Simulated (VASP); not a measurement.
Given:

```
CELL_PARAMETERS angstrom
      3.24867     0.00000     0.00000
      0.00000     3.24867     0.00000
      0.00000     0.00000     3.24867
ATOMIC_POSITIONS crystal
  In 0.50000 0.50000 0.50000
  Pd 0.00000 0.00000 0.00000
```

The numbers are results of revTPSS meta-GGA, VASP's PBE PAW potentials (set 64) (plane waves; VASP), not measurements. Run with 520 eV cut-off, 13×13×13 Γ-centred mesh, tetrahedra with Blöchl corrections, potentials In_d Pd.

Unless said otherwise, spin-orbit coupling is left out, though it shifts the bands of the heavy elements here.

Task: Predict the energy per atom (σ→0), band gap (over mesh and band path) with the smallest direct gap where there is one.

Result: 
The band gap (over mesh and band path) is none (metal, semimetal or under 0.01 eV) and the energy per atom (σ→0) comes out as 11.559 eV/atom.

Total energies compare only between runs with the same potentials, cut-off and functional.

The compound is PdIn in the CsCl type structure. It was relaxed first. The electron count is odd and the run is not spin-polarised, which forces a metal.
